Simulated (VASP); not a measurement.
Li: stress against strain

Li (bcc, Im-3m, 20.115 Å³/atom and stress up to 0.05 GPa in the relaxed cell, cube axes along x, y and z) under a strain ε along a cube axis (axis z), the other axes held. PBEsol in VASP (plane waves, PAW), 600 eV, 18×18×18 Γ-centred mesh, Methfessel-Paxton smearing 0.10 eV. Against the start cell, which lies near the measured one, the relaxed cell differs by -5.4 % in volume; the values below rest on it. Stress is positive for a compressed cell.

Here s stands for strain and y for stress zz.

| strain (%) | stress zz (GPa) |
|---|---|
| -1.50 | 0.17 |
| -1.00 | 0.10 |
| -0.50 | 0.03 |
| 0.00 | -0.05 |
| 0.50 | -0.12 |
| 1.00 | -0.18 |
| 1.50 | -0.24 |
| 3.00 | ? |

Fit y of the 7 rows that show it with a straight line. Means: s 0, y -0.041. About the means, the sum of products is -0.97000 and the sum of squares of s is 7.0000; the slope is their ratio. Least squares gives y = -0.041 - 0.1386·s. Residuals (row less fit): 0.003, 0.002, 0.002, -0.009, -0.010, 0.000, 0.009; standard error 0.007 (degrees of freedom: 5). The slope gives the elastic constant C11 = about 14 GPa.

Problem. What does the fit predict for y at s = 3.00, and how far is the calculated value from it?

Solution. y = -0.041 - 0.1386 × 3.0 = -0.457 GPa. The calculation gives -0.42 GPa, 0.037 GPa above the prediction (6.3 % of the range of y in the table). The row lies outside the fitted rows, so this is an extrapolation. From the scatter of the fitted rows alone, a prediction at this place has a standard error of 0.012 GPa, so the miss is 3.1 times that.

A polynomial of degree 2 through the 12 other runs of the series gives -0.42 there, so most of the miss is curvature that the fit leaves out. In a metal these values are sensitive to mesh and smearing; energies are taken to zero smearing, stresses follow the free energy. Rows are the converged runs of the series near zero and its far end, less any whose ions stayed unrelaxed beside relaxed ones; series whose fitted rows scatter by over a few per cent of the range, as at a crossing or softening among them, aren't shown in this form. Most that stay on the fit to the last digits aren't either.
